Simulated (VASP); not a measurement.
```
CELL_PARAMETERS angstrom
      3.87997     0.00000     0.00000
     -1.93999     3.36016     0.00000
      0.00000     0.00000    14.82608
ATOMIC_POSITIONS crystal
  Ga 0.66667 0.33333 0.50000
  P  0.33333 0.66667 0.50000
```

The numbers are results of r2SCAN meta-GGA, VASP's PBE PAW potentials (set 64) (plane waves; VASP), not measurements. Settings: 400 eV cut-off, 9×9×1 Γ-centred mesh, tetrahedra with Blöchl corrections, potentials Ga_d P.

The cell holds a wide vacuum, so values per volume refer to the whole cell.

Task: What does the run give for the energy per atom (σ→0), band gap (over mesh and band path) with the smallest direct gap where there is one?

Result: 
The band gap (over mesh and band path) is 1.96 eV and the smallest direct gap (over mesh and band path) comes out as 2.66 eV. The energy per atom (σ→0) is -10.221 eV/atom.

Total energies compare only between runs with the same potentials, cut-off and functional.

The cell is a sheet with vacuum, built from a generated structure.
